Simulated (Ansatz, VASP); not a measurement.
# TiS2 (1T-TiS2 5 layers, AA): VASP beside Ansatz, part 3 of 3

Aim: how closely do two programs agree when they are given the same cell, functional and k mesh? Of the first pair: The structure shown is the start of the Ansatz relaxation below; VASP solves that cell, so the two are compared at the walk's first step.

VASP 6.6.1 and Ansatz 0.2.0.

So far. Step 4 (Side by side): The forces differ by 6.2 meV/Å r.m.s., which is 0.9 % of the r.m.s. force of 0.713 eV/Å (both taken over all components). With vacuum in the cell, a pressure given here is an average over mostly empty space and none of the material.

**5. Ansatz: relaxation, PBE with D3(BJ)**

Level of this step: Ansatz beside VASP: Kohn-Sham DFT, plane waves, PBE with D3(BJ) (Ansatz).

This run makes the geometry at which the two programs are then compared.

The structure compared here is the end of the Ansatz relaxation.

Input file input.yaml:

```yaml
crystal:
  lattice:
    - [3.41, 0.0, 0.0]
    - [-1.705, 2.9531466269, 0.0]
    - [0.0, 0.0, 86.1694144623]
  atoms:
    - { symbol: S, position: [0.6666666667, 0.3333333333, 0.3400278415] }
    - { symbol: Ti, position: [0.0, 0.0, 0.3580962183] }
    - { symbol: S, position: [0.3333333333, 0.6666666667, 0.376164595] }
    - { symbol: S, position: [0.6666666667, 0.3333333333, 0.4109797324] }
    - { symbol: Ti, position: [0.0, 0.0, 0.4290481091] }
    - { symbol: S, position: [0.3333333333, 0.6666666667, 0.4471164859] }
    - { symbol: S, position: [0.6666666667, 0.3333333333, 0.4819316232] }
    - { symbol: Ti, position: [0.0, 0.0, 0.5] }
    - { symbol: S, position: [0.3333333333, 0.6666666667, 0.5180683768] }
    - { symbol: S, position: [0.6666666667, 0.3333333333, 0.5528835141] }
    - { symbol: Ti, position: [0.0, 0.0, 0.5709518909] }
    - { symbol: S, position: [0.3333333333, 0.6666666667, 0.5890202676] }
    - { symbol: S, position: [0.6666666667, 0.3333333333, 0.623835405] }
    - { symbol: Ti, position: [0.0, 0.0, 0.6419037817] }
    - { symbol: S, position: [0.3333333333, 0.6666666667, 0.6599721585] }
  periodic: [true, true, false]
kpoints:
  mp_grid: { grid: [12, 12, 1] }
hamiltonian:
  xc: pbe
  dispersion: d3bj
scf:
  occupations: { method: fermi_dirac, width: 0.05 }
  convergence: { dr2_threshold: 1.0e-09 }
relax:
  f_tol: 0.004
  max_steps: 90
  cell: {}
output:
  write_potential: true
  write_density: true
  volumetric_format: npy
```

On the command line:

```
> ansatz run input.yaml --threads 4 --pin off --max-ram 12288MiB --backend cpu --events-out ev --progress --plain --runs-dir out
```

Numbers of over 12 decimals in the logs are rounded to 6 here.

The program printed:

```text
[...]
Crystal: 15 atoms, lattice volume = 867.746 Å³
Basis set: ecut = 420 eV, 16979 PW (Γ), exchange–correlation on 48×48×1152 points (8 copies of the dense FFT grid, shifted against one another)
Bands: 75, of which v1, the nominal top of the filled ones, is band 60 counted from 1 (59 counted from 0)
Symmetry: 12 space group operations
[...]
- { symbol: Ti, position: [0, 0, 0.500000] }
    - { symbol: S, position: [0.333333, 0.666667, 0.516583] }
    - { symbol: S, position: [0.666667, 0.333333, 0.547739] }
    - { symbol: Ti, position: [-1.8604764329851027e-17, 0, 0.564320] }
    - { symbol: S, position: [0.333333, 0.666667, 0.580908] }
    - { symbol: S, position: [0.666667, 0.333333, 0.612242] }
    - { symbol: Ti, position: [-3.676963342845186e-17, 0, 0.628797] }
    - { symbol: S, position: [0.333333, 0.666667, 0.645493] }
[key lines of the parts left out:]
SCF converged after 6 iterations
Free energy (F): -21543.865970 eV
Fermi energy:    -5.829585 eV
P = ½ c Tr σ = 0.0088 N/m
```

**6. VASP: single point, PBE with D3(BJ), relaxed cell, pair 2**

The same cell, functional, mesh and smearing now go to VASP, with its own data sets.

Input file INCAR:

```
SYSTEM = TiS2
PREC = Accurate
ENCUT = 400
EDIFF = 1E-06
NELM = 120
ISMEAR = -1
SIGMA = 0.05
LREAL = .FALSE.
ALGO = Normal
GGA = PE
IVDW = 12
NBANDS = 75
LASPH = .TRUE.
LORBIT = 11
LWAVE = .FALSE.
LCHARG = .FALSE.
ISIF = 2
LDIPOL = .TRUE.
IDIPOL = 3
DIPOL = 0.5 0.5 0.5
LVHAR = .TRUE.
GGA_COMPAT = .FALSE.
NELMDL = -8
KPAR = 4
```

Input file POSCAR:

```
TiS2
1.0
    3.3603793368      0.0000000000      0.0000000000
   -1.6801896684      2.9101738720      0.0000000000
    0.0000000000      0.0000000000     86.1694144623
S Ti
10 5
Direct
    0.6666666667      0.3333333333      0.3545070831
    0.3333333333      0.6666666667      0.3877582138
    0.6666666667      0.3333333333      0.4190916144
    0.3333333333      0.6666666667      0.4522606828
    0.6666666667      0.3333333333      0.4834170040
    0.3333333333      0.6666666667      0.5165829960
    0.6666666667      0.3333333333      0.5477393172
    0.3333333333      0.6666666667      0.5809083856
    0.6666666667      0.3333333333      0.6122417862
    0.3333333333      0.6666666667      0.6454929169
    0.0000000000      0.0000000000      0.3712025244
    0.0000000000      0.0000000000      0.4356796611
    0.0000000000      0.0000000000      0.5000000000
    0.0000000000      0.0000000000      0.5643203389
    0.0000000000      0.0000000000      0.6287974756
```

Input file KPOINTS:

```
Automatic mesh
0
Gamma
12 12 1
0 0 0
```

Potentials, in the order of the species: S and Ti_sv (PBE family, release 64).

On the command line:

```
> mpirun -np 4 vasp_std
```

The program printed:

```text
[banner, memory and clock lines left out]
running    4 mpi-ranks, on    1 nodes
[...]
LDA part: xc-table for (Slater+PW92), standard interpolation
 [... a notice as in an earlier step ...]

 POSCAR, INCAR and KPOINTS ok, starting setup
[...]
entering main loop
       N       E                     dE             d eps       ncg     rms          rms(c)
DAV:   1     0.114088930956E+04    0.11409E+04   -0.49225E+04  3378   0.112E+03
DAV:   2     0.608105405148E+02   -0.10801E+04   -0.10539E+04  3601   0.346E+02
DAV:   3    -0.965409209364E+02   -0.15735E+03   -0.15393E+03  3668   0.127E+02
DAV:   4    -0.116013826679E+03   -0.19473E+02   -0.19407E+02  4585   0.407E+01
[...]
DAV:  35    -0.994510099892E+02   -0.16611E-05   -0.75102E-08  1425   0.107E-03    0.344E-03
DAV:  36    -0.994510128576E+02   -0.28685E-05   -0.60183E-08  1469   0.786E-04    0.220E-03
DAV:  37    -0.994510135377E+02   -0.68006E-06   -0.20358E-08  1425   0.511E-04
   1 F= -.10515500E+03 E0= -.10514604E+03  d E =-.179189E-01
```

OUTCAR, selected parts (step 6):

```text
 Edisp (eV)   -5.70399

  Total      -0.39544    -0.39544    -0.25167    -0.00000     0.00000     0.00000
  in kB      -0.75185    -0.75185    -0.47851    -0.00000     0.00000     0.00000
  external pressure =       -0.66 kB  Pullay stress =        0.00 kB

 POSITION                                       TOTAL-FORCE (eV/Angst)
 -----------------------------------------------------------------------------------
      1.68019      0.97006     30.54767        -0.000000     -0.000000     -0.015968
     -0.00000      1.94012     33.41290        -0.000000     -0.000000      0.013679
      1.68019      0.97006     36.11288         0.000000     -0.000000     -0.014470
     -0.00000      1.94012     38.97104         0.000000     -0.000000      0.011999
      1.68019      0.97006     41.65576        -0.000000      0.000000     -0.012587
     -0.00000      1.94012     44.51365         0.000000     -0.000000      0.012587
      1.68019      0.97006     47.19838         0.000000      0.000000     -0.011999
     -0.00000      1.94012     50.05654        -0.000000      0.000000      0.014470
      1.68019      0.97006     52.75652        -0.000000     -0.000000     -0.013679
     -0.00000      1.94012     55.62175         0.000000      0.000000      0.015968
      0.00000      0.00000     31.98630        -0.000000      0.000000     -0.000477
      0.00000      0.00000     37.54226         0.000000     -0.000000      0.002745
      0.00000      0.00000     43.08471        -0.000000      0.000000      0.000000
      0.00000      0.00000     48.62715        -0.000000      0.000000     -0.002745
      0.00000      0.00000     54.18311         0.000000      0.000000      0.000477
 -----------------------------------------------------------------------------------
    total drift:                                0.000000      0.000000      0.000000

  FREE ENERGIE OF THE ION-ELECTRON SYSTEM (eV)
  ---------------------------------------------------
  free  energy   TOTEN  =      -105.1549999447 eV

  energy  without entropy=     -105.1370810557  energy(sigma->0) =     -105.14604050

[... 1 part as in an earlier step ...]

[... 2 further parts left out ...]
[key lines of the parts left out:]
E-fermi :  -2.0014
```

**7. Comparison**

At this near-relaxed geometry the largest component of a force difference is 15 meV/Å. With vacuum in the cell, a pressure given here is an average over mostly empty space and none of the material.

**8. What came out**

```
r.m.s. force difference (single point, PBE with D3(BJ), start cell, pair 1)   : 0.87 % of the r.m.s. force
r.m.s. force difference (single point, PBE with D3(BJ), relaxed cell, pair 2) : 6.4 meV/Å
```

The r.m.s. force difference is 6.4 meV/Å (single point, PBE with D3(BJ), relaxed cell, pair 2), within the 12 meV/Å picked in this series as the mark of a large difference. Such differences can come from data sets, numerical settings and the points named under the comparisons, not from the functional's error against experiment.

[Lines on the potential files, build, host, timing and source positions are cut from VASP's logs without a mark.]

[Logs are printed without paths, hosts, clocks, repeated set-up lines and the standing remarks that a program may print on its own settings, such as how far it seeks lower states.]

[Hosts, paths, dates, database ids (printed as entryN), source tags and the programs' standing remarks are cut or masked in the printed files.]
